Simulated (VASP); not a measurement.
Output of a VASP run:

File OSZICAR:
```
       N       E                     dE             d eps       ncg     rms          rms(c)
DAV:   1     0.142353523019E+03    0.14235E+03   -0.19379E+04  1752   0.107E+03
DAV:   2    -0.513640939389E+02   -0.19372E+03   -0.18781E+03  2048   0.284E+02
DAV:   3    -0.617539323901E+02   -0.10390E+02   -0.96413E+01  2184   0.445E+01
DAV:   4    -0.620225923703E+02   -0.26866E+00   -0.26485E+00  2000   0.705E+00
DAV:   5    -0.620293623407E+02   -0.67700E-02   -0.67552E-02  2028   0.994E-01    0.983E+01
DAV:   6    -0.598231802785E+02    0.22062E+01   -0.55055E+00  1812   0.963E+00    0.609E+01
DAV:   7    -0.594986837884E+02    0.32450E+00   -0.30477E+00  1856   0.855E+00    0.513E+00
DAV:   8    -0.594214054755E+02    0.77278E-01   -0.41260E-01  1832   0.284E+00    0.186E+00
DAV:   9    -0.594215056831E+02   -0.10021E-03   -0.32571E-02  1984   0.932E-01    0.962E-01
DAV:  10    -0.594209764046E+02    0.52928E-03   -0.38492E-03  1972   0.228E-01    0.454E-01
DAV:  11    -0.594209656333E+02    0.10771E-04   -0.39637E-04  1928   0.903E-02    0.824E-02
DAV:  12    -0.594209650364E+02    0.59686E-06   -0.14554E-05  2116   0.186E-02    0.121E-02
DAV:  13    -0.594209648684E+02    0.16808E-06   -0.10779E-06  1208   0.639E-03
   1 F= -.59420965E+02 E0= -.59412352E+02  d E =-.172250E-01
```

File OUTCAR:
```
------------------------ aborting loop because EDIFF is reached ----------------------------------------
  FORCE on cell =-STRESS in cart. coord.  units (eV):
  Direction    XX          YY          ZZ          XY          YZ          ZX
  --------------------------------------------------------------------------------------
  Total       -3.5490608     -3.5490608     -3.0313568      0.0000000      0.0000000      0.0000000
  in kB      -51.8467818    -51.8467818    -44.2838556      0.0000000      0.0000000      0.0000000
  external PRESSURE =     -49.3258064 kB  Pullay stress =       0.0000000 kB
  volume of cell :      109.67
      direct lattice vectors                 reciprocal lattice vectors
    -3.263886000  3.263886000  2.573785000     0.000000000  0.153191625  0.194266421
     3.263886000 -3.263886000  2.573785000     0.153191625  0.000000000  0.194266421
     3.263886000  3.263886000 -2.573785000     0.153191625  0.153191625  0.000000000
 POSITION                                       TOTAL-FORCE (eV/Angst)
 -----------------------------------------------------------------------------------
      1.02153      2.24235      2.57378         0.006220     -0.006220     -0.000000
      2.24235      1.02153      0.00000        -0.006220      0.006220      0.000000
      1.02153      4.28542     -0.00000         0.006220      0.006220      0.000000
      2.24235     -1.02153      2.57379        -0.006220     -0.006220     -0.000000
      0.00000      0.00000      3.86068         0.000000     -0.000000      0.000000
      0.00000      0.00000      1.28689         0.000000      0.000000      0.000000
 -----------------------------------------------------------------------------------
    total drift:                               -0.000000     -0.000000      0.000000
  FREE ENERGIE OF THE ION-ELECTRON SYSTEM (eV)
  ---------------------------------------------------
  free  energy   TOTEN  =       -59.4209648684 eV

  energy  without entropy=      -59.4037398916  energy(sigma->0) =      -59.41235238
```
(Selected blocks of OUTCAR.)

### POSCAR
```
Hf2Si
1
   -3.2638860000     3.2638860000     2.5737850000
    3.2638860000    -3.2638860000     2.5737850000
    3.2638860000     3.2638860000    -2.5737850000
Hf Si
4 2
Direct
  0.8435100000   0.6564900000   0.5000000000
  0.1564900000   0.3435100000   0.5000000000
  0.6564900000   0.1564900000   0.8129800000
  0.3435100000   0.8435100000   0.1870200000
  0.7500000000   0.7500000000   0.0000000000
  0.2500000000   0.2500000000   0.0000000000
```

Problem. Reconstruct the remaining input files.

Solution. Several could match; the one computed here: the input of the run itself, LDA (Ceperley-Alder, Perdew-Zunger), plane waves, VASP's LDA PAW potentials (set 64).

File KPOINTS:
```
Automatic mesh
0
Gamma
6 6 6
0 0 0
```

INCAR:
```
# general
SYSTEM  = Hf2Si
PREC    = Accurate
ENCUT   = 300   # plane-wave cut-off (eV)
LREAL   = .False.   # projection in real space or not
LASPH   = .True.   # aspherical one-centre terms

# electronic loop
EDIFF   = 1E-6
NELM    = 100   # most electronic steps
ALGO    = Normal
LMAXMIX = 6   # l cut-off of mixed one-centre charges

# smearing
ISMEAR  = -1
SIGMA   = 0.05   # width (eV)

# ions
ISIF    = 2

# output
LWAVE   = .False.
LCHARG  = .False.
```

POTCAR, in this order: Hf_pv Si (LDA.64 set). Program: vasp_std.

At this cut-off the stress carries a Pulay error, which pulls relaxed volumes low.

The structure comes from a computed database's Hf2Si entry (I4/mcm); how it stands against other phases isn't given here. The cell was not relaxed at this level.
